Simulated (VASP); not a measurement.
An input for Quantum ESPRESSO's pw.x (written as the equivalent of a VASP run, and not itself run):

```
&CONTROL
  calculation = 'scf'
  pseudo_dir = './pseudo'
  outdir = './out'
  tprnfor = .true.
  tstress = .true.
/
&SYSTEM
  ibrav = 0
  nat = 2
  ntyp = 2
  ecutwfc = 88
  occupations = 'smearing'
  smearing = 'gaussian'
  degauss = 0.003675
  input_dft = 'pbe'
  vdw_corr = 'grimme-d3'
  dftd3_version = 3
  dftd3_threebody = .false.
/
&ELECTRONS
  conv_thr = 7.3e-09
  electron_maxstep = 100
/
ATOMIC_SPECIES
  Be 9.012 Be.upf
  Te 127.600 Te.upf
CELL_PARAMETERS angstrom
     0.0000000    2.8702101    2.8702101
     2.8702101    0.0000000    2.8702101
     2.8702101    2.8702101    0.0000000
ATOMIC_POSITIONS crystal
  Be   0.0000000  0.0000000  0.0000000
  Te   0.2500000  0.2500000  0.2500000
K_POINTS automatic
  8 8 8 0 0 0
```

Q: Write the VASP files for the same calculation (PBE-D3 (zero damping)).

A: One answer among several that fit: 
KPOINTS:
```
kpoints
0
G
8 8 8
0 0 0
```

**POSCAR**
```
BeTe
4.059090
  0.0000000000   0.7071067887   0.7071067887
  0.7071067887   0.0000000000   0.7071067887
  0.7071067887   0.7071067887   0.0000000000
Be Te
1 1
Cartesian
  0.0000000000   0.0000000000   0.0000000000
  0.3535533944   0.3535533944   0.3535533944
```

### INCAR
```
! general
SYSTEM   =  BeTe
PREC     =  Accurate
ENCUT    =  520
LREAL    =  .FALSE.
LASPH    =  .TRUE.

! electronic loop
EDIFF    =  1E-7
NELM     =  100   ! most electronic steps
ALGO     =  Normal   ! blocked Davidson
LMAXMIX  =  4

! smearing
ISMEAR   =  0   ! Gaussian
SIGMA    =  0.05

! functional
GGA      =  PE   ! PBE
IVDW     =  11

! ions
ISIF     =  2

! output
LWAVE    =  .FALSE.
LCHARG   =  .FALSE.
```

POTCAR, in this order: Be Te (PBE.64 set). Program: vasp_std.

What does not carry over: the potentials are each code's own (VASP's PAW set, PseudoDojo norm-conserving files in pw.x), so ENCUT and ecutwfc are chosen apart and not converted; conv_thr bounds pw.x's estimated SCF error, while EDIFF bounds the energy change between steps.

The compound is BeTe in the zinc blende structure. This cell is one point of a volume scan, at 1.06 of the reference volume.
